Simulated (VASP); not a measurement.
BaTe (rock salt):

```yaml
crystal:
  lattice:
    - [0.00000, 3.50000, 3.50000]
    - [3.50000, 0.00000, 3.50000]
    - [3.50000, 3.50000, 0.00000]
  atoms:
    - { symbol: Ba, position: [0.00000, 0.00000, 0.00000] }
    - { symbol: Te, position: [0.50000, 0.50000, 0.50000] }
```

The lowest empty band near X, direction across the valley's axis, from PBE with spin-orbit coupling in VASP (PAW); its two spin partners are averaged. The gap over the points computed is 1.24 eV, and the next band on that side lies 2.91 eV away at the edge.

Settings: 400 eV cut-off, 7×7×7 Γ-centred mesh, Gaussian smearing of 0.050 eV, potentials Ba_sv Te.

| distance from the edge in k (1/Å) | distance in energy (meV) |
|---|---|
| 0.018 | 4.8 |
| 0.025 | 9.3 |
| 0.035 | 18.1 |
| 0.050 | 36.7 |
| 0.070 | 71.2 |

Fit E(1 + αE) = ħ²k²/2m* (ħ²/2m0 = 3.810 eV Å²) and predict the row at 0.095 1/Å.

Least squares on the energies gives the electron mass m* = 0.256 m0 and α = 0.32 per eV, and so 128.8 meV. The run gave 128.8 meV, -0.0 meV from the fit.

Left out are points under 3 meV from the edge, since the levels carry 0.1 meV, and points farther than half the way to the next band.

The compound is BaTe in the rock salt structure. The cell was not relaxed at this level.
